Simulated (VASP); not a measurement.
Consider the following.

```xyz
2
Lattice="0.0000 2.1900 2.1900 2.1900 0.0000 2.1900 2.1900 2.1900 0.0000" Properties=species:S:1:pos:R:3 pbc="T T T"
Al     0.0000     0.0000     0.0000
N      1.0950     1.0950     1.0950
```

Calculation: G0W0 on PBE orbitals, VASP's PBE PAW potentials (set 64) (plane waves; VASP). Run with PREC = Normal, 500 eV cut-off, 4×4×4 Γ-centred mesh, Gaussian smearing of 0.010 eV, potentials Al_GW N_GW_new.

The mesh is coarse and the basis finite, so the quasiparticle values are not converged.

NBANDS = 160, ENCUTGW = 200 eV, NOMEGA = 64. The PBE levels (eV) that the step starts from are:

```tsv
state	KS energy	filling
k1 (0.00, 0.00, 0.00), band 1	-9.34	2
k1 (0.00, 0.00, 0.00), band 2	5.61	2
k1 (0.00, 0.00, 0.00), band 3	5.61	2
k1 (0.00, 0.00, 0.00), band 4	5.61	2
k1 (0.00, 0.00, 0.00), band 5	9.71	0
k1 (0.00, 0.00, 0.00), band 6	18.04	0
k1 (0.00, 0.00, 0.00), band 7	18.04	0
k1 (0.00, 0.00, 0.00), band 8	18.04	0
k6 (-0.25, 0.25, 0.00), band 1	-7.44	2
k6 (-0.25, 0.25, 0.00), band 2	1.25	2
k6 (-0.25, 0.25, 0.00), band 3	3.13	2
k6 (-0.25, 0.25, 0.00), band 4	5.08	2
k6 (-0.25, 0.25, 0.00), band 5	13.37	0
k6 (-0.25, 0.25, 0.00), band 6	14.75	0
k6 (-0.25, 0.25, 0.00), band 7	17.16	0
k6 (-0.25, 0.25, 0.00), band 8	18.02	0
k8 (-0.25, 0.50, 0.25), band 1	-6.62	2
k8 (-0.25, 0.50, 0.25), band 2	1.82	2
k8 (-0.25, 0.50, 0.25), band 3	2.19	2
k8 (-0.25, 0.50, 0.25), band 4	2.91	2
k8 (-0.25, 0.50, 0.25), band 5	11.62	0
k8 (-0.25, 0.50, 0.25), band 6	16.97	0
k8 (-0.25, 0.50, 0.25), band 7	17.47	0
k8 (-0.25, 0.50, 0.25), band 8	17.65	0
```

Problem. Give the quasiparticle energies and renormalisation factors Z.

Solution. 
```tsv
state	QP energy (eV)	Z
k1 (0.00, 0.00, 0.00), band 1	-10.81	0.69
k1 (0.00, 0.00, 0.00), band 2	4.54	0.77
k1 (0.00, 0.00, 0.00), band 3	4.54	0.77
k1 (0.00, 0.00, 0.00), band 4	4.54	0.77
k1 (0.00, 0.00, 0.00), band 5	10.31	0.80
k1 (0.00, 0.00, 0.00), band 6	18.89	0.80
k1 (0.00, 0.00, 0.00), band 7	18.89	0.80
k1 (0.00, 0.00, 0.00), band 8	18.89	0.80
k6 (-0.25, 0.25, 0.00), band 1	-8.90	0.72
k6 (-0.25, 0.25, 0.00), band 2	-0.05	0.74
k6 (-0.25, 0.25, 0.00), band 3	1.87	0.76
k6 (-0.25, 0.25, 0.00), band 4	3.97	0.77
k6 (-0.25, 0.25, 0.00), band 5	14.01	0.78
k6 (-0.25, 0.25, 0.00), band 6	15.50	0.79
k6 (-0.25, 0.25, 0.00), band 7	18.09	0.78
k6 (-0.25, 0.25, 0.00), band 8	18.72	0.79
k8 (-0.25, 0.50, 0.25), band 1	-8.05	0.71
k8 (-0.25, 0.50, 0.25), band 2	0.53	0.74
k8 (-0.25, 0.50, 0.25), band 3	0.85	0.75
k8 (-0.25, 0.50, 0.25), band 4	1.66	0.76
k8 (-0.25, 0.50, 0.25), band 5	12.16	0.80
k8 (-0.25, 0.50, 0.25), band 6	17.70	0.79
k8 (-0.25, 0.50, 0.25), band 7	18.16	0.78
k8 (-0.25, 0.50, 0.25), band 8	18.76	0.77
```
On the mesh the gap opens from 3.28 to 4.72 eV.

The compound is AlN in the zinc blende structure, a metastable form; wurtzite is the usual one. The cell was not relaxed at this level. The k-mesh is coarse (spacing up to 0.62 per Å, 2π included), so the numbers may not be converged in it.
